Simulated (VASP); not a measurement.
An input for Ansatz (written as the equivalent of a VASP run, and not itself run):

Ansatz 0.2 input:
```yaml
crystal:
  lattice:
    - [-1.5800000, 1.5800000, 1.5800000]
    - [1.5800000, -1.5800000, 1.5800000]
    - [1.5800000, 1.5800000, -1.5800000]
  atoms:
    - { symbol: W, position: [0.0000000, 0.0000000, 0.0000000] }
kpoints:
  mp_grid: { grid: [15, 15, 15] }
hamiltonian:
  xc: pbe
  dispersion: d3bj
  pseudopotentials: { kind: paw }
scf:
  occupations: { method: methfessel_paxton, width: 0.1 }
  max_iter: 100
output: { forces: true, stress: true, eigenvalues: true }
```

Task: Translate this input to VASP (INCAR, KPOINTS, POSCAR, choice of POTCAR).

Result: This is not unique; one that fits is 
### POSCAR
```
W
1
   -1.5800000000     1.5800000000     1.5800000000
    1.5800000000    -1.5800000000     1.5800000000
    1.5800000000     1.5800000000    -1.5800000000
W
1
Direct
  0.0000000000   0.0000000000   0.0000000000
```

**KPOINTS**
```
Automatic mesh
0
Gamma
15 15 15
0 0 0
```

INCAR:
```
ALGO  =  Normal
EDIFF  =  1E-6
ENCUT  =  400
GGA  =  PE
ISIF  =  2
ISMEAR  =  1
IVDW  =  12
LASPH  =  .True.
LCHARG  =  .False.
LMAXMIX  =  6
LREAL  =  .False.
LWAVE  =  .False.
NELM  =  100
PREC  =  Accurate
SIGMA  =  0.1
SYSTEM  =  W
```

POTCAR, in this order: W_sv (PBE.64 set). Program: vasp_std.

What does not carry over: each code has its own PAW files, so the cut-off isn't converted (ENCUT is set for VASP's; basis.ecutwfc is left out, and Ansatz then takes the one that its files recommend); Ansatz stops its SCF on the density residual and VASP on the energy change (EDIFF).

The compound is W in the bcc structure. The cell was not relaxed at this level. The run is one of a series of settings (IVDW = 12 against the base run), some of them coarse on purpose.
